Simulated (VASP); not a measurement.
An input for Quantum ESPRESSO's pw.x (written as the equivalent of a VASP run, and not itself run):

```
&CONTROL
  calculation = 'scf'
  pseudo_dir = './pseudo'
  outdir = './out'
  tprnfor = .true.
  tstress = .true.
/
&SYSTEM
  ibrav = 0
  nat = 1
  ntyp = 1
  ecutwfc = 82
  occupations = 'smearing'
  smearing = 'methfessel-paxton'
  degauss = 0.00735
  input_dft = 'vdw-df2'
/
&ELECTRONS
  conv_thr = 7.3e-09
  electron_maxstep = 100
/
ATOMIC_SPECIES
  Nb 92.906 Nb.upf
CELL_PARAMETERS angstrom
    -1.6721267    1.6721267    1.6721267
     1.6721267   -1.6721267    1.6721267
     1.6721267    1.6721267   -1.6721267
ATOMIC_POSITIONS crystal
  Nb   0.0000000  0.0000000  0.0000000
K_POINTS automatic
  15 15 15 0 0 0
```

**Question.** Write the VASP files for the same calculation (vdW-DF2).

**Answer.** One answer among several that fit: 
**POSCAR**
```
Nb
1
   -1.6721266909     1.6721266909     1.6721266909
    1.6721266909    -1.6721266909     1.6721266909
    1.6721266909     1.6721266909    -1.6721266909
Nb
1
Direct
  0.0000000000   0.0000000000   0.0000000000
```

**INCAR**
```
! general
SYSTEM   = Nb
PREC     = Accurate
ENCUT    = 520   ! plane-wave cut-off (eV)
LREAL    = .False.
LASPH    = .True.   ! aspherical one-centre terms

! electronic loop
EDIFF    = 1E-7   ! SCF stop (eV)
NELM     = 100
ALGO     = Normal   ! blocked Davidson
LMAXMIX  = 4

! smearing
ISMEAR   = 1
SIGMA    = 0.1

! functional
GGA      = ML
LUSE_VDW = .True.
AGGAC    = 0.0
ZAB_VDW  = -1.8867

! ions
ISIF     = 2   ! forces and stress, cell fixed

! output
LWAVE    = .False.
LCHARG   = .False.
```

File KPOINTS:
```
Automatic
0
gamma
  15 15 15
0 0 0
```

POTCAR, in this order: Nb_sv (PBE.64 set). Program: vasp_std.

Limits of the translation: the potentials are each code's own (VASP's PAW set, PseudoDojo norm-conserving files in pw.x), so ENCUT and ecutwfc are chosen apart and not converted; conv_thr bounds pw.x's estimated SCF error, while EDIFF bounds the energy change between steps.

The compound is Nb in the bcc structure. This cell is one point of a volume scan, at 0.97 of the reference volume.
